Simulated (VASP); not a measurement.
## I3Ga: atomic charges with PBE+TS

I3Ga, in a box:

```xyz
4
Lattice="12.0000 0.0000 0.0000 0.0000 14.0000 0.0000 0.0000 0.0000 12.0000" Properties=species:S:1:pos:R:3 pbc="T T T"
I     7.4987    6.7130    7.5052
I     4.5274    4.9510    4.9858
I     5.5069    9.0910    4.5628
Ga    5.8444    6.9182    5.6846
```

- Program: VASP 6.6.1
- Task: atomic charges
- Functional: PBE
- Dispersion: TS
- Potentials or basis: VASP PAW PBE potentials, release 64 (I, Ga_d)
- Cutoff: 520 eV
- k mesh: 1 × 1 × 1
- Occupations: gaussian, width 0.01 eV
- Spin: no spin polarisation
- Further INCAR settings: ALGO = Normal; EDIFF = 1e-06

| Quantity | Value |
| --- | --- |
| Largest force | 0.235 eV/Å |
| Gap between the frontier levels | 3.23 eV |
| Valence electrons inside the program's atomic spheres | I 4.30; Ga 11.59 |
| Hirshfeld charges | I -0.08; Ga +0.25 e |
| Dispersion energy per atom | -0.020 eV |

Forces in eV/Å, atoms in the order of the input:
```
I    0.156 -0.019  0.172
I   -0.126 -0.187 -0.066
I   -0.032  0.206 -0.106
Ga   0.002  0.001  0.001
```

Levels at points of the mesh, in eV from the valence-band top:
```csv
k point,band 14,band 15,band 16,band 17,band 18,band 19,band 20,band 21
"(0.00, 0.00, 0.00)",-0.35,-0.33,-0.32,0.00,3.23,3.95,5.81,6.20
```

Run time: 99 s on 1 thread of AMD EPYC 9R45 96-Core Processor (Zen 5), with other jobs on the host, peak memory 1.4 GiB.

Caveat: spin-orbit coupling is left out, which moves the levels of the heavy elements. PBE gaps usually lie below the measured ones, often by a third to a half.
